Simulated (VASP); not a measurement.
Calculation: TPSS meta-GGA, VASP's PBE PAW potentials (set 64) (plane waves; VASP).

The input files of a VASP run:

KPOINTS:
```
Automatic mesh
0
Gamma
13 13 13
0 0 0
```

File POSCAR:
```
Ca
1.0
  0.0000000000   2.7661609265   2.7661609265
  2.7661609265   0.0000000000   2.7661609265
  2.7661609265   2.7661609265   0.0000000000
Ca
1
Cartesian
  0.0000000000   0.0000000000   0.0000000000
```

INCAR:
```
LMIXTAU = .True.
LORBIT = 11
LWAVE = .False.
PREC = Accurate
ISMEAR = -5
LREAL = .False.
ENCUT = 520
SYSTEM = Ca
ALGO = Normal   ! blocked Davidson
METAGGA = TPSS
LCHARG = .False.
LASPH = .True.   ! aspherical one-centre terms
NELM = 100
NEDOS = 601
ISIF = 2   ! forces and stress, cell fixed
EDIFF = 1E-7   ! SCF stop (eV)
```

**KPOINTS_OPT**
```
k-points along high-symmetry lines
10
Line-mode
Reciprocal
  0.000000   0.000000   0.000000 ! GAMMA
  0.500000   0.000000   0.500000 ! X

  0.500000   0.000000   0.500000 ! X
  0.625000   0.250000   0.625000 ! U

  0.375000   0.375000   0.750000 ! K
  0.000000   0.000000   0.000000 ! GAMMA

  0.000000   0.000000   0.000000 ! GAMMA
  0.500000   0.500000   0.500000 ! L

  0.500000   0.500000   0.500000 ! L
  0.500000   0.250000   0.750000 ! W

  0.500000   0.250000   0.750000 ! W
  0.500000   0.000000   0.500000 ! X
```

POTCAR, in this order: Ca_sv (PBE.64 set). Program: vasp_std.

What VASP printed:

File OSZICAR:
```
       N       E                     dE             d eps       ncg     rms          rms(c)
DAV:   1     0.171164038483E+03    0.17116E+03   -0.13475E+05  1512   0.504E+05
DAV:   2    -0.113354082918E+02   -0.18250E+03   -0.18074E+03  2560   0.496E+02
DAV:   3    -0.990563984574E+02   -0.87721E+02   -0.86333E+02  2798   0.109E+02
DAV:   4    -0.868673694485E+02    0.12189E+02   -0.83596E+02  2703   0.861E+01
DAV:   5    -0.216232936985E+03   -0.12937E+03   -0.19943E+03  2750   0.485E+01    0.153E+00
DAV:   6    -0.837241341764E+01    0.20786E+03   -0.31679E+02  2167   0.591E+01    0.167E+00
DAV:   7    -0.862757093764E+01   -0.25516E+00   -0.63827E-01  2441   0.757E+00    0.190E+00
DAV:   8    -0.891986399004E+01   -0.29229E+00   -0.16121E-01  2151   0.359E+00    0.302E+00
DAV:   9    -0.872763972252E+01    0.19222E+00   -0.43071E-01  1983   0.928E+00    0.675E-01
DAV:  10    -0.857431943637E+01    0.15332E+00   -0.32699E-01  1608   0.677E+00    0.970E-01
DAV:  11    -0.857299210257E+01    0.13273E-02   -0.24461E-02  2002   0.116E+00    0.284E-01
DAV:  12    -0.856414979387E+01    0.88423E-02   -0.22582E-03  2161   0.447E-01    0.184E-01
DAV:  13    -0.857010505153E+01   -0.59553E-02   -0.13767E-03  2233   0.342E-01    0.196E-01
DAV:  14    -0.857558597966E+01   -0.54809E-02   -0.30017E-03  2163   0.307E-01    0.222E-02
DAV:  15    -0.857551169049E+01    0.74289E-04   -0.97687E-05  1695   0.897E-02    0.228E-02
DAV:  16    -0.857565221217E+01   -0.14052E-03   -0.30747E-05  2130   0.482E-02    0.216E-02
DAV:  17    -0.857558917624E+01    0.63036E-04   -0.38733E-05  1642   0.658E-02    0.736E-03
DAV:  18    -0.857556120110E+01    0.27975E-04   -0.75742E-06  2201   0.390E-02    0.714E-03
DAV:  19    -0.857568044325E+01   -0.11924E-03   -0.27909E-05  1692   0.438E-02    0.197E-03
DAV:  20    -0.857568677002E+01   -0.63268E-05   -0.33258E-06  1925   0.208E-02    0.155E-03
DAV:  21    -0.857568755155E+01   -0.78153E-06   -0.36356E-07  1804   0.727E-03    0.106E-03
DAV:  22    -0.857568873614E+01   -0.11846E-05   -0.12792E-07  1774   0.414E-03    0.919E-04
DAV:  23    -0.857568855818E+01    0.17795E-06   -0.49569E-08  1417   0.307E-03    0.512E-04
DAV:  24    -0.857568842750E+01    0.13068E-06   -0.22475E-08   910   0.210E-03    0.629E-05
DAV:  25    -0.857568853253E+01   -0.10503E-06   -0.12113E-08   889   0.130E-03    0.657E-05
DAV:  26    -0.857568864217E+01   -0.10964E-06   -0.44995E-09   877   0.727E-04    0.110E-05
DAV:  27    -0.857568863276E+01    0.94119E-08   -0.22811E-09   869   0.370E-04
   1 F= -.85756886E+01 E0= -.85756886E+01  d E =0.000000E+00
       N       E                     dE             ncg
```

**OUTCAR**
```
------------------------ aborting loop because EDIFF is reached ----------------------------------------
  FORCE on cell =-STRESS in cart. coord.  units (eV):
  Direction    XX          YY          ZZ          XY          YZ          ZX
  --------------------------------------------------------------------------------------
  Total       -0.0211942     -0.0211942     -0.0211942      0.0000000      0.0000000     -0.0000000
  in kB       -0.8021687     -0.8021687     -0.8021687      0.0000000      0.0000000     -0.0000000
  external PRESSURE =      -0.8021687 kB  Pullay stress =       0.0000000 kB
  volume of cell :       42.33
      direct lattice vectors                 reciprocal lattice vectors
     0.000000000  2.766160927  2.766160927    -0.180755933  0.180755933  0.180755933
     2.766160927  0.000000000  2.766160927     0.180755933 -0.180755933  0.180755933
     2.766160927  2.766160927  0.000000000     0.180755933  0.180755933 -0.180755933
 POSITION                                       TOTAL-FORCE (eV/Angst)
 -----------------------------------------------------------------------------------
      0.00000      0.00000      0.00000        -0.000000      0.000000      0.000000
 -----------------------------------------------------------------------------------
    total drift:                               -0.000000     -0.000000     -0.000000
  FREE ENERGIE OF THE ION-ELECTRON SYSTEM (eV)
  ---------------------------------------------------
  free  energy   TOTEN  =        -8.5756886328 eV

  energy  without entropy=       -8.5756886328  energy(sigma->0) =       -8.57568863

 total charge

# of ion       s       p       d       tot
------------------------------------------
    1        2.072   5.834   0.151   8.057
```
(Selected blocks of OUTCAR.)

For a metal the tetrahedron method with Blöchl corrections gives inexact stress and forces.

The compound is Ca in the fcc structure. It was relaxed first.
